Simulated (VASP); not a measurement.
Here is the system:

```xyz
2
Lattice="1.5950 -2.7626 0.0000 1.5950 2.7626 0.0000 0.0000 0.0000 5.0500" Properties=species:S:1:pos:R:3 pbc="T T T"
Hf     1.5950     0.9209     1.2625
Hf     1.5950    -0.9209     3.7875
```

Method: PBEsol GGA, VASP's PBE PAW potentials (set 64) (plane waves; VASP 6.6.1). Run with 400 eV cut-off, 12×12×7 Γ-centred mesh, first-order Methfessel-Paxton smearing of 0.10 eV, potentials Hf_pv.

Energy and stress use the plane-wave basis of the starting cell.

Question: The ions, cell shape and volume are relaxed. What does this cell relax into?

Answer: 
```xyz
2
Lattice="1.5781 -2.7334 0.0000 1.5781 2.7334 0.0000 0.0000 0.0000 4.9914" Properties=species:S:1:pos:R:3 pbc="T T T"
Hf     1.5781     0.9111     1.2479
Hf     1.5781    -0.9111     3.7436
```
Space group P6_3/mmc (194), at a tolerance of 0.03 Å.

Question: How do energy and volume change from the first to the last step?

Answer: The energy (σ→0) changes by -8.1 meV/atom and the volume by -3.2 %, in 4 ionic steps.

```tsv
step	E(σ→0) (eV)	max force (eV/Å)	pressure (GPa)	volume (Å³)
1	-20.9880	0.000	-3.57	44.50
2	-20.9785	0.000	4.96	41.39
3	-21.0041	0.000	-0.03	43.09
4	-21.0041	0.000	0.03	43.06
```

The compound is Hf in the hcp structure. This run relaxes it. Symmetry was kept, so distortions that lower it aren't found.
